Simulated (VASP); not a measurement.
```yaml
crystal:
  lattice:
    - [2.07000, -3.58534, 0.00000]
    - [2.07000, 3.58534, 0.00000]
    - [0.00000, 0.00000, 6.72000]
  atoms:
    - { symbol: Cd, position: [0.66667, 0.33333, 0.50000] }
    - { symbol: Cd, position: [0.33333, 0.66667, 0.00000] }
    - { symbol: S, position: [0.66667, 0.33333, 0.87700] }
    - { symbol: S, position: [0.33333, 0.66667, 0.37700] }
```

Calculation: PBE GGA, VASP's PBE PAW potentials (set 64) (plane waves; VASP). Settings: PREC = Normal, 500 eV cut-off, 4×4×2 Γ-centred mesh, Gaussian smearing of 0.010 eV, potentials Cd_sv_GW S_GW.

Question: What does the run give for the energy per atom (σ→0), pressure?

Answer: 
```json
{
 "energy per atom (σ→0)": "-298.2 kJ/mol of atoms",
 "pressure": "1.28 GPa"
}
```

The absolute energy has meaning only against runs of the same code, potentials and settings.

The compound is CdS in the wurtzite structure. The cell was not relaxed at this level. The k-mesh is coarse (spacing up to 0.47 per Å, 2π included), so the numbers may not be converged in it.
